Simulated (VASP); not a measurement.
Computed with LDA (Ceperley-Alder, Perdew-Zunger), VASP's LDA PAW potentials (set 64) (plane waves; VASP).

Input for VASP

INCAR:
```
ALGO  =  Normal
EDIFF  =  1E-6
EDIFFG  =  -0.02
ENCUT  =  500
IBRION  =  2
ISIF  =  3
ISMEAR  =  1
LASPH  =  .TRUE.
LCHARG  =  .FALSE.
LMAXMIX  =  6
LREAL  =  .FALSE.
LWAVE  =  .FALSE.
NELM  =  100
NSW  =  40
PREC  =  Accurate
SIGMA  =  0.1
SYSTEM  =  La
```

**KPOINTS**
```
Automatic mesh
0
Gamma
10 10 3
0 0 0
```

File POSCAR:
```
La
1.0
  1.8009045216  -3.1192583278   0.0000000000
  1.8009045216   3.1192583278   0.0000000000
  0.0000000000   0.0000000000  11.4701136220
La
4
Cart
  1.8009045216  -3.1192583278   5.7350568110
  1.8009045216  -3.1192583278  11.4701136220
  1.8009045216   1.0397548554   2.8675284055
  1.8009045216  -1.0397548554   8.6025852165
```

POTCAR, in this order: La (LDA.64 set). Program: vasp_std.

Q: What does the run give for the energy per atom (σ→0), volume per atom, band gap (on the k-mesh)?

A: 
The energy per atom (σ→0) comes out as -5.577 eV/atom, the band gap (on the k-mesh) is none (metal, semimetal or under 0.01 eV) and the volume per atom is 32.16 Å^3/atom.

OSZICAR:
```
...
       N       E                     dE             d eps       ncg     rms          rms(c)
DAV:   1    -0.223100237217E+02   -0.94593E-03   -0.29651E-02  2366   0.197E+00    0.146E-01
DAV:   2    -0.223092991559E+02    0.72457E-03   -0.27631E-03  2452   0.588E-01    0.620E-02
DAV:   3    -0.223091398877E+02    0.15927E-03   -0.10331E-03  2464   0.275E-01    0.152E-02
DAV:   4    -0.223091398562E+02    0.31536E-07   -0.88454E-05  2616   0.988E-02    0.692E-03
DAV:   5    -0.223091409862E+02   -0.11301E-05   -0.91513E-06  2176   0.210E-02    0.635E-03
DAV:   6    -0.223091417336E+02   -0.74742E-06   -0.36923E-06  1488   0.211E-02
   2 F= -.22309142E+02 E0= -.22307609E+02  d E =-.640458E-04
```

The compound is La in the dhcp structure. This run relaxes it. Symmetry was kept, so distortions that lower it aren't found.
